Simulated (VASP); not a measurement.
Data:

```xyz
2
Lattice="2.4533 0.0000 0.0000 -1.2266 2.1246 0.0000 0.0000 0.0000 4.4752" Properties=species:S:1:pos:R:3 pbc="T T T"
Cr     0.0000     1.4164     1.1188
Cr     1.2266     0.7082     3.3564
```

All values below come from r2SCAN meta-GGA, VASP's PBE PAW potentials (set 64) (plane waves; VASP). Run with 400 eV cut-off, 15×15×8 Γ-centred mesh, first-order Methfessel-Paxton smearing of 0.10 eV, potentials Cr_pv.

**Question.** Estimate the energy per atom (σ→0), band gap (on the k-mesh) with the smallest direct gap where there is one.

**Answer.** 
- band gap (on the k-mesh) = none (metal, semimetal or under 0.01 eV)
- energy per atom (σ→0) = -14.342 eV/atom

Total energies compare only between runs with the same potentials, cut-off and functional.

The structure was generated: Cr was put into the hcp type (P6_3/mmc), which need not be its known phase. It was relaxed first. The start is the result of an earlier pass. The run is not spin-polarised, so no magnetic state was tried.
